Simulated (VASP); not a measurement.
Crystal: ZrC.

```xyz
2
Lattice="0.0000 2.3650 2.3650 2.3650 0.0000 2.3650 2.3650 2.3650 0.0000" Properties=species:S:1:pos:R:3 pbc="T T T"
Zr    2.3650    2.3650    2.3650
C     0.0000    0.0000    0.0000
```

```yaml
Program: VASP 6.6.1
Task: relaxation of cell and atoms
Functional: LDA
Potentials_or_basis: VASP PAW LDA potentials, release 64 (Zr_sv, C)
Cutoff: 520 eV
k_mesh: 16 × 16 × 16
Occupations: gaussian, width 0.1 eV
Spin: no spin polarisation
```

At the start: pressure -11.9 GPa; volume 13.23 Å³/atom.

Question: Where does the relaxation end?

Answer: Over 7 steps the energy falls by 27.2 meV/atom and the volume is 12.53 Å³/atom (-5.3 %); space group Fm-3m (No. 225, to 0.05 Å).

Step by step:
| step | energy change (eV) | largest force (eV/Å) | pressure (GPa) | volume (Å³) |
| --- | --- | --- | --- | --- |
| 1 | 0.0000 | 0.0000 | -11.93 | 26.46 |
| 2 | 0.1181 | 0.0000 | 27.13 | 22.86 |
| 3 | -0.0544 | 0.0000 | -0.36 | 25.10 |
| 4 | -0.0544 | 0.0000 | -0.05 | 25.06 |
| 5 | -0.0544 | 0.0000 | 0.22 | 25.04 |
| 6 | -0.0544 | 0.0000 | -0.29 | 25.09 |
| 7 | -0.0544 | 0.0000 | 0.00 | 25.06 |

Final structure:
```xyz
2
Lattice="0.0000 2.3226 2.3226 2.3226 0.0000 2.3226 2.3226 2.3226 0.0000" Properties=species:S:1:pos:R:3 pbc="T T T"
Zr    2.3226    2.3226    2.3226
C     0.0000    0.0000    0.0000
```
